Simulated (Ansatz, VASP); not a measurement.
# HfTeSe in two plane-wave programs, part 2 of 2

One calculation is typed for both programs; each brings its own data sets. How far apart do they land? The cell is taken from a series of runs on this material, whose earlier steps may have relaxed, scaled, displaced or heated it; both programs get it as it stands.

VASP 6.6.1 and Ansatz 0.2.0.

So far: Set-up; VASP: zone-centre phonons, PBEsol.

### 3. Ansatz: zone-centre phonons, PBEsol

Level of this step: Ansatz beside VASP: Kohn-Sham DFT, plane waves, PBEsol (Ansatz).

Ansatz runs on its PAW soft_1 files.

The same cell, functional, mesh and smearing now go to Ansatz, which takes its cutoff from its data sets.

Contents of input.yaml:

```yaml
crystal:
  lattice:
    - [3.7168412797, 0.0, 0.0]
    - [-1.8584206399, 3.2845703776, 0.0]
    - [0.0, 0.0, 30.0]
  atoms:
    - { symbol: Hf, position: [0.0002384829, 0.0004769659, 0.3364619337] }
    - { symbol: Se, position: [0.3312722897, 0.6625445794, 0.3865048938] }
    - { symbol: Te, position: [0.6684892274, 0.3369784548, 0.2736998391] }
  periodic: [true, true, false]
kpoints:
  mp_grid: { grid: [12, 12, 1] }
hamiltonian:
  xc: pbesol
  pseudopotentials: { kind: paw, azcp: { folder: soft_1 }, xc_functional: pbe }
scf:
  occupations: { method: methfessel_paxton, width: 0.2 }
output:
  eigenvalues: true
phonons:
  method: dfpt
```

Run with:

```
> ansatz run input.yaml --threads 4 --pin off --max-ram 16384MiB --backend cpu --events-out ev --progress --plain --runs-dir out
```

Numbers of over 12 decimals in the logs are rounded to 6 here.

Log:

```text
zone centre: on kpoints.mp_grid the ground state, and the responses unless they are solved on pairs of k-points, stand on 43 of the mesh's 144 k-points, reduced under 2 symmetry operations, with k and −k counted as one. Each operation leaves every solved displacement unchanged or reverses it
Engine: ansatz 0.2.0, x86_64-unknown-linux-gnu
Pseudopotentials: kind: paw
Pseudopotential: Hf, paw, valence charge 26, recommended cutoff 420 eV (normal), soft_1/Hf.paw.azcp
Pseudopotential: Se, paw, valence charge 16, recommended cutoff 420 eV (normal), soft_1/Se.paw.azcp
Pseudopotential: Te, paw, valence charge 16, recommended cutoff 420 eV (normal), soft_1/Te.paw.azcp
Functional definition: PBEsol
  exchange = pbesol_x
  correlation = pbesol_c
Crystal: 3 atoms, lattice volume = 366.247 Å³
Basis set: ecut = 420 eV, 7181 PW (Γ), exchange–correlation on 54×54×432 points (8 copies of the dense FFT grid, shifted against one another)
Bands: 35, of which v1, the nominal top of the filled ones, is band 29 counted from 1 (28 counted from 0)
Symmetry: 2 space group operations
k-points: 43 of 144 (time reversal used)
Non-local potential: Hf, projectors of the file, l = 0: 3, l = 1: 2, l = 2: 2, l = 3: 3
Non-local potential: Se, projectors of the file, l = 0: 2, l = 1: 2, l = 2: 3, l = 3: 1
Non-local potential: Te, projectors of the file, l = 0: 2, l = 1: 2, l = 2: 2, l = 3: 1
PAW form: soft (Blöchl's): semilocal exchange-correlation on the pseudo side does not see the compensation charge
PAW frozen core: Hf, regenerated for the run's functional, and the local potential with it (the file was generated under x = pbe(κ = 0.804, μ = 0.219515), c = pbe(β = 0.066725))
PAW frozen core: Se, regenerated for the run's functional, and the local potential with it (the file was generated under x = pbe(κ = 0.804, μ = 0.219515), c = pbe(β = 0.066725))
PAW frozen core: Te, regenerated for the run's functional, and the local potential with it (the file was generated under x = pbe(κ = 0.804, μ = 0.219515), c = pbe(β = 0.066725))
PAW one-centre angular grid: Hf, 590 points (default); XC on 64 Gauss nodes
PAW one-centre angular grid: Se, 590 points (default); XC on 64 Gauss nodes
PAW one-centre angular grid: Te, 590 points (default); XC on 64 Gauss nodes
Initial density: superposition of atomic densities (neutral atoms: chi_scale 0, normalization atom)
Initial wavefunctions: pseudopotential atomic-orbital guess
Functional: x = pbesol(κ = 0.804, μ = 0.123457), c = pbesol(β = 0.046)
iter 1 solved again at ethr=2.20e-3 eV; its pass at ethr=3.10e-3 eV (dr2=1.28e0 eV) is discarded
SCF iter   1: F=—  HF=-27928.103134 eV  |F-HF|=—  |Δ(HF+E_count)|=         —  Δρ=1.55e-2  dr2=1.30e0  ethr=2.20e-3  ⟨swp⟩=1.0  Hψ=10744  notcnv=0
preconditioner: auto → LDOS  [metal: Δε(μ)=0.041 eV  Ē_g=11.643 eV  σ=0.200 eV  W_gap=0.17  n_scr=48 (ndim 8)  ℏωp=10.6 eV  f_vac=0.757  D(μ)=0.70/eV (n_scr^D=4)  β→1.0]
SCF iter   2: F=—  HF=-27928.064616 eV  |F-HF|=—  |Δ(HF+E_count)|=   3.85e-2  S|Δr|=    0.00e0  Δρ=1.10e-2  dr2=1.29e0  ethr=2.20e-3  ⟨swp⟩=4.9  Hψ=4443  notcnv=0  defer=26
SCF iter   3: F=—  HF=-27927.745787 eV  |F-HF|=—  |Δ(HF+E_count)|=   3.19e-1  S|Δr|=    0.00e0  Δρ=2.72e-3  dr2=1.54e-1  ethr=2.20e-3  ⟨swp⟩=4.0  Hψ=4092  notcnv=0  defer=48
SCF iter   4: F=—  HF=-27927.717767 eV  |F-HF|=—  |Δ(HF+E_count)|=   2.80e-2  S|Δr|=    0.00e0  Δρ=1.01e-3  dr2=4.38e-3  ethr=2.66e-4  ⟨swp⟩=3.0  Hψ=2732  notcnv=0  defer=48
SCF iter   5: F=—  HF=-27927.717417 eV  |F-HF|=—  |Δ(HF+E_count)|=   3.50e-4  S|Δr|=    0.00e0  Δρ=2.66e-4  dr2=1.40e-4  ethr=7.55e-6  ⟨swp⟩=3.1  Hψ=3239  notcnv=0  defer=48
SCF iter   6: F=—  HF=-27927.717470 eV  |F-HF|=—  |Δ(HF+E_count)|=   5.26e-5  S|Δr|=    0.00e0  Δρ=5.80e-5  dr2=1.30e-5  ethr=2.41e-7  ⟨swp⟩=3.1  Hψ=3333  notcnv=0  defer=48
SCF iter   7: F=—  HF=-27927.717480 eV  |F-HF|=—  |Δ(HF+E_count)|=   1.07e-5  S|Δr|=    0.00e0  Δρ=2.66e-5  dr2=5.52e-6  ethr=2.24e-8  ⟨swp⟩=3.0  Hψ=3132  notcnv=0  defer=48
SCF iter   8: F=—  HF=-27927.717558 eV  |F-HF|=—  |Δ(HF+E_count)|=   7.75e-5  S|Δr|=    0.00e0  Δρ=6.70e-6  dr2=1.17e-7  ethr=9.52e-9  ⟨swp⟩=2.5  Hψ=2841  notcnv=0  defer=48
SCF iter   9: F=—  HF=-27927.717558 eV  |F-HF|=—  |Δ(HF+E_count)|=   5.47e-7  S|Δr|=    0.00e0  Δρ=2.16e-6  dr2=1.15e-8  ethr=2.01e-10  ⟨swp⟩=4.0  Hψ=3442  notcnv=0  defer=48
SCF iter  10: F=—  HF=-27927.717558 eV  |F-HF|=—  |Δ(HF+E_count)|=   1.06e-7  S|Δr|=    0.00e0  Δρ=5.57e-7  dr2=1.35e-9  ethr=1.97e-11  ⟨swp⟩=2.8  Hψ=3080  notcnv=0  defer=48
SCF iter  11: F=—  HF=-27927.717558 eV  |F-HF|=—  |Δ(HF+E_count)|=   1.41e-8  S|Δr|=    0.00e0  Δρ=1.30e-7  dr2=5.00e-11  ethr=2.32e-12  ⟨swp⟩=3.1  Hψ=2478  notcnv=0  defer=48
SCF iter  12: F=-27927.717558 eV  HF=-27927.717558 eV  |F-HF|=2.36e-10  |Δ(HF+E_count)|=   1.80e-9  S|Δr|=    0.00e0  Δρ=4.32e-8  dr2=7.82e-12  ethr=1.00e-12  ⟨swp⟩=23.2  Hψ=12390  notcnv=0
SCF 1 converged in 12 iterations: F = -27927.717558 eV  dr2 = 7.82e-12
  greatest PAW one-centre occupation: 1.000 electrons in one spin orbital (limit 2), on the Se atom at site 1 (counted from 0), in its partial waves of l = 2
DFPT response loops at Γ: preconditioner auto → none (partly filled bands, converged f_vac=0.765); β = 0.50; Broyden in place of MSR1
SCF converged after 12 iterations
Stability not checked: this state was not tested for a lower state beside it, because cold or Methfessel-Paxton smearing, or corrected tetrahedra, fill the levels in a way that the test cannot read (fill_not_monotonic; see scf.lower_state_search)
Free energy (F): -27927.717558 eV
Harris-Foulkes:  -27927.717558 eV  (|F-HF|=2.36e-10)
Internal energy: -27927.714607 eV  (E = F + TS)
E sigma→0 (E₀):  -27927.716821 eV
Entropy (-TS):   -0.002952 eV (-0.984 meV/atom)
Fermi energy:    -4.790345 eV
--- Per-component energies (eV) ---
  E_band       = -1691.869426
  E_kinetic    = 691.027689
  E_local      = -159644.529794  (includes V_loc(G=0)·N_el)
  E_nonlocal   = -217.235439
  E_hartree    = 79286.811716
  E_xc         = -470.205947
  E_vxc        = -446.239837  (∫ρ·V_xc dr)
  E_paw        = -14257.003710  (= ΣΔE_a)
  E_vpaw       = -648.515265  (= ΣTr[D̂ρ^β])
  E_aug_tail   = -0.000187  (compensation charges beyond the density's cutoff)
  E_ewald      = 66680.786746
  E_core_change = 2.634319  (= ΣΔE_core)
  E_smearing   = -0.002952  (= −TS)
  E_closure    = -0.000000  (closes the sum)
  Σ components = -27927.717558   (vs F -27927.717558, Δ=0.00e0)
--- Band table (eV; the first three rows and the last of 43) ---
  k-point 0: bands = [... 25 lower, -7.4441, -6.6839, -4.4349, -4.2787, -3.8554, -3.6884, -3.5680, -1.1879 (-1.1880°), ... 2 higher]
  k-point 1: bands = [... 25 lower, -7.4227, -6.4753, -5.2703, -4.6573, -3.8296, -3.2917, -3.2224, -1.0706 (-1.0706°), ... 2 higher]
  k-point 2: bands = [... 25 lower, -7.3808, -6.6150, -6.1422, -5.1257, -4.0699, -2.8673, -2.7917, -1.3741 (-1.3741°), ... 2 higher]
  k-point 42: bands = [... 25 lower, -8.1838, -7.7196, -7.4010, -6.7939, -3.4486, -3.0023, -1.7046, -1.2045, ... 2 higher]
  ° read free of the cell's end (the report's vacuum.weakly_bound_levels)
--- Phonons (Γ-DFPT): 9 representative perturbations + reference, on 43 of 144 k-points (Σ response iterations 37) ---
  k mesh reduced under 2 symmetry operations, with k and −k counted as one. Each operation leaves every solved displacement unchanged or reverses it
  ASR residual: 1.551e-4 → 0.000e0 eV/Å²; symmetrization residual: 3.181e-5 eV/Å²
  ASR residual per site (eV/Å²): 1.55e-4 1.05e-4 6.16e-5
  Γ frequencies (cm⁻¹): 0.00 0.00 0.00 90.86 92.90 143.47 144.49 161.64 215.46
  non-analytic LO–TO correction: not included (Born effective charges unavailable; polar crystals: no LO–TO splitting at Γ)
```

### 4. Side by side

Known differences besides the potentials themselves: Ansatz cuts the interaction across the vacuum, VASP repeats the sheet without a dipole correction; the data sets hold 58 valence electrons in Ansatz (on its PAW soft_1 files) and 22 in VASP; the cutoff is 420 eV in Ansatz and 500 eV in VASP; Ansatz makes its cores anew for this functional, VASP keeps those of its PBE data sets. Total energies have different zeros and are not compared.

Compared:

```
             quantity  Ansatz   VASP  difference
optical mode 1 (cm⁻¹)    90.9   90.5     +0.35 %
optical mode 2 (cm⁻¹)    92.9   92.6     +0.35 %
optical mode 3 (cm⁻¹)   143.5  143.2     +0.20 %
optical mode 4 (cm⁻¹)   144.5  144.2     +0.19 %
optical mode 5 (cm⁻¹)   161.6  161.8     -0.07 %
optical mode 6 (cm⁻¹)   215.5  215.5     +0.00 %
```

Modes are paired by rising frequency, not by their patterns, so a pair may set unlike modes beside each other; they are those without the splitting of longitudinal modes. Where the cell holds vacuum, a pressure given here is an average over it and none of the material.

### 5. Outcome

| Item | Value |
| --- | --- |
| r.m.s. difference of the optical zone-centre modes, each program's sorted by frequency (zone-centre phonons, PBEsol) | 0.25 cm⁻¹ |

The r.m.s. difference of the optical zone-centre modes, each program's sorted by frequency is 0.25 cm⁻¹ (zone-centre phonons, PBEsol). The data sets hold unlike numbers of valence electrons (58 in Ansatz and 22 in VASP), so part of the differences may come from the potentials. How closely two codes agree says nothing of how well the functional describes the real material.

[Lines on the potential files, build, host, timing and source positions are cut from VASP's logs without a mark.]

[Logs are printed without paths, hosts, clocks, repeated set-up lines and the standing remarks that a program may print on its own settings, such as how far it seeks lower states.]

[Hosts, paths, dates, database ids (printed as entryN), source tags and the programs' standing remarks are cut or masked in the printed files.]
